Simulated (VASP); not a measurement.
**CuI (space group P4/nmm): computed properties**

All values below come from r2SCAN meta-GGA, VASP's PBE PAW potentials (set 64) (plane waves; VASP).

```json
{
 "space_group": "P4/nmm (129)",
 "cell": "a = 4.0904 Å, b = 4.0904 Å, c = 6.5118 Å, α = 90.00°, β = 90.00°, γ = 90.00°",
 "volume_per_atom": "27.24 Å³/atom",
 "band gap (over mesh and band path)": "2.07 eV",
 "smallest direct gap (over mesh and band path)": "2.07 eV",
 "band_edge_character_without_spin_orbit_coupling": "direct, Γ to Γ",
 "band_gap_with_spin_orbit_coupling": "1.88 eV",
 "density": "5.81 g/cm³"
}
```

```yaml
crystal:
  lattice:
    - [4.09039, 0.00000, 0.00000]
    - [0.00000, 4.09039, 0.00000]
    - [0.00000, 0.00000, 6.51175]
  atoms:
    - { symbol: Cu, position: [0.50000, 0.50000, 0.00000] }
    - { symbol: Cu, position: [0.00000, 0.00000, 0.00000] }
    - { symbol: I, position: [0.50000, 0.00000, 0.25886] }
    - { symbol: I, position: [0.00000, 0.50000, 0.74114] }
```

Unless said otherwise, spin-orbit coupling is left out, though it shifts the bands of the heavy elements here.

The structure comes from a computed database's CuI entry (P4/nmm); how it stands against other phases isn't given here. It was relaxed first. Symmetry was kept, so distortions that lower it aren't found.
